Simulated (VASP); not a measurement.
# LiTiSi (P4/nmm) in VASP: single point with PBEsol

Aim: the single point of LiTiSi with PBEsol.

All numbers are computed with VASP 6.6.1; they aren't measurements. Logs are shortened: lines on timing, memory, paths and dates and some standing lists are left out, and cuts for length are marked.

### Step 1. The structure

Symmetry: P4/nmm, No. 129, tetragonal system. Conventional cell: a = 3.825 Å, b = 3.825 Å, c = 6.826 Å, α = 90.00°, β = 90.00°, γ = 90.00°. Around Ti (site symmetry -4m2) lie 4 Si at 2.44 Å and 4 Ti at 2.70 Å. Si (site symmetry 4mm) has 4 Ti at 2.44 Å and 1 Li at 2.72 Å as nearest neighbours. Around Li (site symmetry 4mm) lie 5 Si at 2.72 to 2.90 Å.

The cell was built by a generator and needn't be a form met in nature.

### Step 2. Single point, PBEsol, collinear spin, typed start

Input file INCAR:

```
PREC     = Accurate       # precision mode
ENCUT    = 520            # plane-wave cutoff, eV
EDIFF    = 1E-6           # SCF threshold, eV
ISMEAR   = -1             # smearing method
SIGMA    = 0.0527         # smearing width, eV
LREAL    = F              # projectors in reciprocal space
LASPH    = T              # aspherical terms in the spheres
NELM     = 150            # most SCF steps
ALGO     = Normal         # electronic algorithm
ISIF     = 2              # what is computed and relaxed
LWAVE    = F              # write WAVECAR
LCHARG   = F              # write CHGCAR
ISPIN    = 2              # spin polarisation
MAGMOM   = 1 1 0 0 0 0    # initial moments
LORBIT   = 11             # projections on sites
LMAXMIX  = 4              # l up to which the mixer works
GGA      = PS             # functional
NBANDS   = 32             # bands
```

Input file KPOINTS:

```
Automatic mesh
0
Gamma
  6 6 4
```

Input file POSCAR:

```
LiTiSi
1.0
    3.8248720300      0.0000000000      0.0000000000
    0.0000000000      3.8248720300      0.0000000000
    0.0000000000      0.0000000000      6.8255692200
Ti Si Li
2 2 2
Direct
    0.7500000000      0.2500000000      0.0000000000
    0.2500000000      0.7500000000      0.0000000000
    0.2500000000      0.2500000000      0.2230000000
    0.7500000000      0.7500000000      0.7770000000
    0.2500000000      0.2500000000      0.6220000000
    0.7500000000      0.7500000000      0.3780000000
```

Potentials or basis: VASP PAW PBE potentials, release 64 (Ti_sv, Si, Li_sv).

On the command line:

```sh
> cat potpaw_PBE.64/Ti_sv/POTCAR potpaw_PBE.64/Si/POTCAR potpaw_PBE.64/Li_sv/POTCAR > POTCAR
> mpirun -np 1 vasp_std > vasp.out
```

OUTCAR:

```text
PREC = Accurate
   ENCUT = 520
   EDIFF = 1E-6
   ISMEAR = -1
   LREAL = F
   LASPH = T
   NELM = 150
   ISIF = 2
   ISPIN = 2
   LORBIT = 11
   GGA = PS

 ion  position               nearest neighbor table
   1  0.750  0.250  0.000-   3 2.44   4 2.44   4 2.44   3 2.44   2 2.70   2 2.70   2 2.70   2 2.70

   2  0.250  0.750  0.000-   3 2.44   4 2.44   3 2.44   4 2.44   1 2.70   1 2.70   1 2.70   1 2.70

   3  0.250  0.250  0.223-   1 2.44   2 2.44   2 2.44   1 2.44   5 2.72
   4  0.750  0.750  0.777-   1 2.44   2 2.44   1 2.44   2 2.44   6 2.72
   5  0.250  0.250  0.622-   3 2.72
   6  0.750  0.750  0.378-   4 2.72

  LATTYP: Found a simple tetragonal cell.
 ALAT       =     3.8248720300
 C/A-ratio  =     1.7845222445

  Lattice vectors:

 A1 = (   3.8248720300,   0.0000000000,   0.0000000000)
 A2 = (   0.0000000000,   3.8248720300,   0.0000000000)
 A3 = (   0.0000000000,   0.0000000000,   6.8255692200)

Analysis of symmetry for initial positions (statically):
=====================================================================
 Subroutine PRICEL returns:
 Original cell was already a primitive cell.

 Routine SETGRP: Setting up the symmetry group for a
 simple tetragonal supercell.

 Subroutine GETGRP returns: Found 16 space group operations
 (whereof  4 operations were pure point group operations)
 out of a pool of 16 trial point group operations.

The static configuration has the point symmetry C_2h.
 The point group associated with its full space group is D_4h.

Analysis of symmetry for dynamics (positions and initial velocities):
=====================================================================
 Subroutine PRICEL returns:
 Original cell was already a primitive cell.

 Routine SETGRP: Setting up the symmetry group for a
 simple tetragonal supercell.

 Subroutine GETGRP returns: Found 16 space group operations
 (whereof  4 operations were pure point group operations)
 out of a pool of 16 trial point group operations.

The dynamic configuration has the point symmetry C_2h.
 The point group associated with its full space group is D_4h.

Analysis of structural, dynamic, and magnetic symmetry:
=====================================================================
 Subroutine PRICEL returns:
 Original cell was already a primitive cell.

 Routine SETGRP: Setting up the symmetry group for a
 simple tetragonal supercell.

 Subroutine GETGRP returns: Found 16 space group operations
 (whereof  4 operations were pure point group operations)
 out of a pool of 16 trial point group operations.

The overall configuration has the point symmetry C_2h.
 The point group associated with its full space group is D_4h.

 Subroutine INISYM returns: Found 16 space group operations
 (whereof  4 operations are pure point group operations),
 and found     1 'primitive' translations

----------------------------------------------------------------------------------------

                                     Primitive cell

  volume of cell :      99.8557

  direct lattice vectors                    reciprocal lattice vectors
     3.824872030  0.000000000  0.000000000     0.261446656  0.000000000  0.000000000
     0.000000000  3.824872030  0.000000000     0.000000000  0.261446656  0.000000000
     0.000000000  0.000000000  6.825569220     0.000000000  0.000000000  0.146507927

  length of vectors
     3.824872030  3.824872030  6.825569220     0.261446656  0.261446656  0.146507927

  position of ions in fractional coordinates (direct lattice)
     0.750000000  0.250000000  0.000000000
     0.250000000  0.750000000  0.000000000
     0.250000000  0.250000000  0.223000000
     0.750000000  0.750000000  0.777000000
     0.250000000  0.250000000  0.622000000
     0.750000000  0.750000000  0.378000000

  ion indices of the primitive-cell ions
   primitive index   ion index
                 1           1
                 2           2
                 3           3
                 4           4
                 5           5
                 6           6

----------------------------------------------------------------------------------------

 KPOINTS: Automatic mesh

Automatic generation of k-mesh.
 Grid dimensions read from file:
 generate k-points for:    6    6    4

 Generating k-lattice:

  Cartesian coordinates                     Fractional coordinates (reciprocal lattice)
     0.043574443  0.000000000  0.000000000     0.166666667  0.000000000  0.000000000
     0.000000000  0.043574443  0.000000000     0.000000000  0.166666667  0.000000000
     0.000000000  0.000000000  0.036626982     0.000000000  0.000000000  0.250000000

  Length of vectors
     0.043574443  0.043574443  0.036626982

  Shift w.r.t. Gamma in fractional coordinates (k-lattice)
     0.000000000  0.000000000  0.000000000

 Subroutine IBZKPT returns following result:
 ===========================================

 Found     30 irreducible k-points:

 Following reciprocal coordinates:
            Coordinates               Weight
  0.000000  0.000000  0.000000      1.000000
  0.166667  0.000000  0.000000      4.000000
  0.333333  0.000000  0.000000      4.000000
  0.500000  0.000000  0.000000      2.000000
  0.166667  0.166667  0.000000      4.000000
  0.333333  0.166667  0.000000      8.000000
[... 16 lines left out ...]
  0.333333  0.000000  0.500000      4.000000
  0.500000  0.000000  0.500000      2.000000
 [... further k-points ...]
   k-points           NKPTS =     30   k-points in BZ     NKDIM =     30   number of bands    NBANDS=     32
   number of dos      NEDOS =    301   number of ions     NIONS =      6
   total plane-waves  NPLWV =  42336
   dimension x,y,z NGX =    28 NGY =   28 NGZ =   54
   dimension x,y,z NGXF=    56 NGYF=   56 NGZF=  108
   ions per type =               2   2   2
   NGX,Y,Z   is equivalent  to a cutoff of  12.17, 12.17, 13.15 a.u.
   NGXF,Y,Z  is equivalent  to a cutoff of  24.34, 24.34, 26.30 a.u.
 SYSTEM =  unknown system
   PREC   = accura    normal or accurate (medium, high low for compatibility)
   ISTART =      0    job   : 0-new  1-cont  2-samecut
   ICHARG =      2    charge: 1-file 2-atom 10-const
   ISPIN  =      2    spin polarized calculation?
   LNONCOLLINEAR =      F non collinear calculations
   LSORBIT =      F    spin-orbit coupling
   LASPH  =      T    aspherical Exc in radial PAW
   ENCUT  =  520.0 eV  38.22 Ry    6.18 a.u.   7.11  7.11 12.69*2*pi/ulx,y,z
   NELM   =    150;   NELMIN=  2; NELMDL= -5     # of ELM steps
   EDIFF  = 0.1E-05   stopping-criterion for ELM
   LREAL  =      F    real-space projection
   EDIFFG = 0.1E-04   stopping-criterion for IOM
   NSW    =      0    number of steps for IOM
   IBRION =     -1    ionic relax: 0-MD 1-quasi-New 2-CG
   NFREE  =      0    steps in history (QN), initial steepest desc. (CG)
   ISIF   =      2    stress and relaxation
   ISYM   =      2    0-nonsym 1-usesym 2-fastsym
   POTIM  = 0.5000    time-step for ionic-motion
   TEBEG  =    0.0;   TEEND  =   0.0 temperature during run
   PSTRESS=    0.0 pullay stress
   NELECT =      38.0000    total number of electrons
   NUPDOWN=      -1.0000    fix difference up-down
   EMIN   =  10.00;   EMAX   =-10.00  energy-range for DOS
   EFERMI =   0.00;   METHOD = LEGACY
   ISMEAR =    -1;   SIGMA  =   0.05  broadening in eV -4-tet -1-fermi 0-gaus
   EFERMI_NEDOS =   21; number of points for ismear=-14 and -15
   IALGO  =     38    algorithm
   IMIX   =      4    mixing-type and parameters
     AMIX     =   0.40;   BMIX     =  1.00
     AMIX_MAG =   1.60;   BMIX_MAG =  1.00
  volume/ion in A,a.u.               =      16.64       112.31
  Fermi-wavevector in a.u.,A,eV,Ry     =   1.186347  2.241871 19.149106  1.407420
  Thomas-Fermi vector in A             =   2.322522
   LORBIT       =     11    0 simple, 1 ext, 2 COOP (PROOUT), +10 PAW based schemes
   GGA     = PS    functional components
   LHFCALC =     F    Hartree Fock is set to
   AEXX    =    0.0000 exact exchange contribution
   IVDW    =     0    specifies the selected vdW correction
   LEPSILON=     F    determine dielectric tensor
   LRPA    =     F    only Hartree local field effects (RPA)
 spin polarized calculation
  energy-cutoff  :      520.00
  volume of cell :       99.86
 maximum number of plane-waves:      2712
   NGX = 15   NGY = 15   NGZ = 25

 number of electron      38.0000039 magnetization       0.0020284

 Free energy of the ion-electron system (eV)
  ---------------------------------------------------
  ext. energy  EPLUGINS =         0.00000000
  ---------------------------------------------------
  free energy    TOTEN  =       -32.58284031 eV

  energy without entropy =      -32.53848594  energy(sigma->0) =      -32.56066313

 E-fermi :   5.3575     XC(G=0):  -9.8533

 val. band max:        5.3280631088   @ k =   0.1667   0.1667   0.2500
 cond. band min:       5.4405135414   @ k =   0.0000   0.0000   0.2500
 fundamental gap:      0.1124504326
 Fermi energy:         5.3575427367

 spin component 1

 k-point     1 :       0.0000    0.0000    0.0000
  band No.  band energies     occupation
      1     -50.7123      1.00000
      2     -50.5184      1.00000
      3     -39.8381      1.00000
      4     -39.8295      1.00000
      5     -27.2712      1.00000
      6     -27.2712      1.00000
[... 23 lines left out ...]
     30      11.5405      0.00000
     31      11.5978      0.00000

 k-point     2 :       0.1667    0.0000    0.0000
  band No.  band energies     occupation
      1     -50.6992      1.00000
      2     -50.5313      1.00000
      3     -39.8374      1.00000
      4     -39.8300      1.00000
      5     -27.2585      1.00000
      6     -27.2364      1.00000
[... 740 lines left out ...]
 k-point    24 :       0.5000    0.0000    0.5000
  band No.  band energies     occupation
      1     -50.6148      1.00000
      2     -50.6148      1.00000
      3     -39.8334      1.00000
      4     -39.8334      1.00000
      5     -27.1742      1.00000
      6     -27.1742      1.00000
[... 23 lines left out ...]
     30      10.2305      0.00000
     31      12.0621      0.00000

 [... further k-points ...]

 spin component 2

 k-point     1 :       0.0000    0.0000    0.0000
  band No.  band energies     occupation
      1     -50.7117      1.00000
      2     -50.5178      1.00000
      3     -39.8382      1.00000
      4     -39.8296      1.00000
      5     -27.2705      1.00000
      6     -27.2705      1.00000
[... 23 lines left out ...]
     30      11.5406      0.00000
     31      11.5980      0.00000

 k-point     2 :       0.1667    0.0000    0.0000
  band No.  band energies     occupation
      1     -50.6986      1.00000
      2     -50.5306      1.00000
      3     -39.8375      1.00000
      4     -39.8300      1.00000
      5     -27.2580      1.00000
      6     -27.2356      1.00000
[... 740 lines left out ...]
 k-point    24 :       0.5000    0.0000    0.5000
  band No.  band energies     occupation
      1     -50.6142      1.00000
      2     -50.6142      1.00000
      3     -39.8334      1.00000
      4     -39.8334      1.00000
      5     -27.1738      1.00000
      6     -27.1738      1.00000
[... 23 lines left out ...]
     30      10.2308      0.00000
     31      12.0622      0.00000

 [... further k-points ...]

 [bands above 31 left out]

------------------------ aborting loop because EDIFF is reached ----------------------------------------

  FORCE on cell =-STRESS in cart. coord.  units (eV):
  Direction    XX          YY          ZZ          XY          YZ          ZX
  --------------------------------------------------------------------------------------
  -------------------------------------------------------------------------------------
  Total        7.3567617      7.3567617      3.1251334      0.0000000      0.0000000      0.0000000
  in kB      118.0387440    118.0387440     50.1425542      0.0000000      0.0000000      0.0000000
  external PRESSURE =      95.4066807 kB  Pullay stress =       0.0000000 kB

 VOLUME and BASIS-vectors are now :
 -----------------------------------------------------------------------------
  energy-cutoff  :      520.00
  volume of cell :       99.86
      direct lattice vectors                 reciprocal lattice vectors
     3.824872030  0.000000000  0.000000000     0.261446656  0.000000000  0.000000000
     0.000000000  3.824872030  0.000000000     0.000000000  0.261446656  0.000000000
     0.000000000  0.000000000  6.825569220     0.000000000  0.000000000  0.146507927

 POSITION                                       TOTAL-FORCE (eV/Angst)
 -----------------------------------------------------------------------------------
      2.86865      0.95622      0.00000        -0.000000     -0.000000      0.000000
      0.95622      2.86865      0.00000         0.000000      0.000000      0.000000
      0.95622      0.95622      1.52210         0.000000      0.000000      1.742650
      2.86865      2.86865      5.30347        -0.000000     -0.000000     -1.742650
      0.95622      0.95622      4.24550        -0.000000      0.000000      0.439891
      2.86865      2.86865      2.58007        -0.000000      0.000000     -0.439891
 -----------------------------------------------------------------------------------
    total drift:                                0.000000      0.000000     -0.000000

  FREE ENERGIE OF THE ION-ELECTRON SYSTEM (eV)
  ---------------------------------------------------
  free  energy   TOTEN  =       -32.5828403133 eV

  energy  without entropy=      -32.5384859428  energy(sigma->0) =      -32.56066313

 total charge

# of ion       s       p       d       tot
------------------------------------------
    1        2.247   6.183   2.054  10.484
    2        2.247   6.183   2.054  10.484
    3        0.802   0.970   0.000   1.772
    4        0.802   0.970   0.000   1.772
    5        2.018   0.054   0.000   2.073
    6        2.018   0.054   0.000   2.073
--------------------------------------------------
tot         10.133  14.414   4.108  28.656

 magnetization (x)

# of ion       s       p       d       tot
------------------------------------------
    1        0.000   0.000   0.000   0.001
    2        0.000   0.000   0.000   0.001
    3       -0.000  -0.000   0.000  -0.000
    4       -0.000  -0.000   0.000  -0.000
    5       -0.000  -0.000   0.000  -0.000
    6       -0.000  -0.000   0.000  -0.000
--------------------------------------------------
tot          0.000   0.000   0.001   0.001
```

Run time: 2.7 min. Hardware: 1 thread of Intel Xeon Platinum 8488C (Sapphire Rapids), shared host; peak memory 0.31 GiB.

What came out:

```yaml
Free_energy: -32.5828 eV
Largest_force: 1.743 eV/Å
Band_gap_on_the_k_mesh: none (metal or under the smearing width)
Net_moment: 0.00 μB per cell
Valence_electrons_inside_the_program's_atomic_spheres: Ti 10.48; Si 1.77; Li 2.07
```

Forces in eV/Å, atoms in the order of the input:
```
Ti   0.000  0.000  0.000
Ti   0.000  0.000  0.000
Si   0.000  0.000  1.743
Si   0.000  0.000 -1.743
Li   0.000  0.000  0.440
Li   0.000  0.000 -0.440
```

Caveat: the cutoff is under 1.25 times the usual one of these potentials, so pressure, stress and relaxed cells hold a basis-set (Pulay) error; the PAW data sets were made with another functional, which shifts forces and pressure a little.
